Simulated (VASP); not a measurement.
Crystal: LiSb2P2.

```
Li Sb P
1.0
     4.71992    0.00000    0.00000
    -2.35996    4.08757    0.00000
     0.00000    0.00000    6.26837
Li Sb P
1 2 2
Cartesian
  0.0000 0.0000 0.0000
  0.0000 2.7250 1.7705
  2.3600 1.3625 4.4979
  0.0000 2.7250 4.6138
  2.3600 1.3625 1.6546
```

The cell was built by a generator and needn't be a form met in nature.

The cell isn't the ideal one: species swapped into the CaAl2Ge2 type (P-3m1, No. 164).

```yaml
Program: VASP 6.6.1
Task: relaxation of cell and atoms
Functional: PBE
Potentials_or_basis: VASP PAW PBE potentials, release 64 (Li_sv, Sb, P)
Cutoff: 600 eV
k_mesh: 6 × 6 × 4
Occupations: gaussian, width 0.1 eV
Spin: no spin polarisation
```

At the start: pressure -0.1 GPa; volume 24.19 Å³/atom.

Q: How do energy, volume and symmetry change on relaxing?

A: Over 19 steps the energy falls by 61.9 meV/atom and the volume is 22.85 Å³/atom (-5.5 %); space group P-3m1 (No. 164, to 0.05 Å).

The path:
```
step  energy change (eV)  largest force (eV/Å)  pressure (GPa)  volume (Å³)
   1              0.0000                0.2669           -0.09       120.94
   2             -0.1862                0.2718           -0.46       120.48
   3             -0.1862                0.2622           -0.46       120.49
   4             -0.2015                0.2524           -0.25       119.28
   5             -0.2367                0.2892            0.53       115.68
   6             -0.2384                0.3518            3.13       108.65
   7             -0.2450                0.3226            1.81       111.92
   8             -0.2527                0.3226            1.65       111.91
   9             -0.2766                0.3016            1.28       111.86
  10             -0.2970                0.1099            1.32       111.76
  11             -0.2987                0.1062            1.23       111.79
  12             -0.2990                0.0718            1.25       111.78
  13             -0.3048                0.1002            0.72       112.72
  14             -0.3068                0.1288            0.14       113.83
  15             -0.3068                0.1261            0.18       113.73
  16             -0.3077                0.1088            0.13       113.84
  17             -0.3090                0.0564           -0.02       114.18
  18             -0.3090                0.0468           -0.05       114.25
  19             -0.3096                0.0335           -0.04       114.24
```

Final structure:
```
Li Sb P
1.0
     4.82849    0.00000    0.00000
    -2.41425    4.18160    0.00000
     0.00000    0.00000    5.65804
Li Sb P
1 2 2
Direct
  0.00000 0.00000 0.00000
  0.33333 0.66667 0.25942
  0.66667 0.33333 0.74058
  0.33333 0.66667 0.76305
  0.66667 0.33333 0.23695
```

Caveat: the cutoff is under 1.25 times the usual one of these potentials, so pressure, stress and relaxed cells hold a basis-set (Pulay) error.
